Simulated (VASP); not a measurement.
An input for Ansatz (written as the equivalent of a VASP run, and not itself run):

Ansatz 0.2 input:
```yaml
crystal:
  lattice:
    - [0.0000000, 2.2389390, 2.2389390]
    - [2.2389390, 0.0000000, 2.2389390]
    - [2.2389390, 2.2389390, 0.0000000]
  atoms:
    - { symbol: Hf, position: [0.0000000, 0.0000000, 0.0000000] }
kpoints:
  mp_grid: { grid: [13, 13, 13] }
hamiltonian:
  xc: r2scan
  pseudopotentials: { kind: paw }
scf:
  occupations: { method: methfessel_paxton, width: 0.1 }
  max_iter: 100
relax:
  max_steps: 60
  f_tol: 0.01
  cell: {}
output: { forces: true, stress: true, eigenvalues: true }
```

Question: Translate this input to VASP (INCAR, KPOINTS, POSCAR, choice of POTCAR).

Answer: One answer among several that fit: 
**INCAR**
```
IBRION=2   ! conjugate gradients
LWAVE=.FALSE.
NSW=60   ! most ionic steps
SYSTEM=Hf
LCHARG=.FALSE.
METAGGA=R2SCAN
LMAXMIX=6
ISIF=3   ! ions, shape and volume
EDIFF=1E-6
SIGMA=0.1   ! width (eV)
LASPH=.TRUE.
LREAL=.FALSE.   ! projection in real space or not
PREC=Accurate
ALGO=Normal
ISMEAR=1   ! Methfessel-Paxton
EDIFFG=-0.01   ! ionic stop
LMIXTAU=.TRUE.
ENCUT=400
NELM=100   ! most electronic steps
```

### KPOINTS
```
Automatic
0
gamma
  13 13 13
0 0 0
```

### POSCAR
```
Hf
1
    0.0000000000     2.2389390000     2.2389390000
    2.2389390000     0.0000000000     2.2389390000
    2.2389390000     2.2389390000     0.0000000000
Hf
1
Direct
  0.0000000000   0.0000000000   0.0000000000
```

POTCAR, in this order: Hf_pv (PBE.64 set). Program: vasp_std.

Limits of the translation: each code has its own PAW files, so the cut-off isn't converted (ENCUT is set for VASP's; basis.ecutwfc is left out, and Ansatz then takes the one that its files recommend); Ansatz stops its SCF on the density residual and VASP on the energy change (EDIFF).

The structure was generated: Hf was put into the fcc type (Fm-3m), which need not be its known phase. This run relaxes it. Symmetry was kept, so distortions that lower it aren't found.
